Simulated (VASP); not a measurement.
Given:

```yaml
crystal:
  lattice:
    - [3.51014, 0.00000, 0.00000]
    - [0.00000, 3.51014, 0.00000]
    - [0.00000, 0.00000, 3.51014]
  atoms:
    - { symbol: Fe, position: [0.00000, 0.00000, 0.00000], spin: 3.0 }
    - { symbol: Ni, position: [0.00000, 0.50000, 0.50000], spin: 0.7 }
    - { symbol: Ni, position: [0.50000, 0.00000, 0.50000], spin: 0.7 }
    - { symbol: Ni, position: [0.50000, 0.50000, 0.00000], spin: 0.7 }
```

The numbers are results of PBE GGA with D4 dispersion, VASP's PBE PAW potentials (set 64) (plane waves; VASP), not measurements. Settings: 520 eV cut-off, 8×8×8 Γ-centred mesh, first-order Methfessel-Paxton smearing of 0.10 eV, potentials Fe Ni.

Q: Predict the cell moment, energy per atom (σ→0), band gap (on the k-mesh) with the smallest direct gap where there is one.

A: 
```yaml
band gap (on the k-mesh): none (metal, semimetal or under 0.01 eV)
cell_moment: 4.72 μB
energy per atom (σ→0): -6.677 eV/atom
```

Q: Give the moment on each site (PAW-sphere projection).

A: 
| site | moment (μB) |
|---|---|
| Fe1 | 2.87 |
| Ni2 | 0.62 |
| Ni3 | 0.62 |
| Ni4 | 0.62 |

The compound is Ni3Fe in the L1_2 structure. It was relaxed first. The start is the result of an earlier pass.
